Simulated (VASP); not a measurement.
Runs of VASP 6.6.1 on ClSnIH2. The cell holds a molecule in a box, 5 atoms: a = 13.000 Å, b = 12.000 Å, c = 13.000 Å, α = 90.00°, β = 90.00°, γ = 90.00°. 

```tsv
task	level	potentials or basis	cell	cutoff (eV)	grid for exact exchange (PRECFOCK)	exchange at q = 0	gap on the mesh (eV)	largest force (eV/Å)
atomic charges	PBE+TS	VASP PAW PBE potentials, release 64 (Cl, Sn_d, I, H)	as given	520	-	-	4.08	0.39
single point	PBE0+TS	VASP PAW PBE potentials, release 64 (Cl, Sn_d, I, H)	as given	520	Fast	default	6.06	(a)
single point	SCAN+D3(BJ)	VASP PAW PBE potentials, release 64 (Cl_h, Sn_d, I, H_h)	as given	900	-	-	4.54	0.17
electron localisation function	PBE	VASP PAW PBE potentials, release 64 (Cl, Sn_d, I, H)	as given	520	-	-	4.08	(b)
relaxation of the atoms	RPBE+D3(BJ)	VASP PAW PBE potentials, release 64 (Cl, Sn_d, I, H)	atoms relaxed	520	-	-	4.05	-
```

Alike in all rows: no spin polarisation; k mesh 1 × 1 × 1; smearing gaussian 0.01 eV.

Question: Fill in the values left out.

Answer: (a) 0.05; (b) 0.38.

Caveats: spin-orbit coupling is left out, which moves the levels of the heavy elements; the PAW data sets were made with another functional, which shifts forces and pressure a little (some runs).

A k mesh can miss the band edges, and the runs leave out spin-orbit coupling on I, Sn.

Not every run made on this cell is shown here.
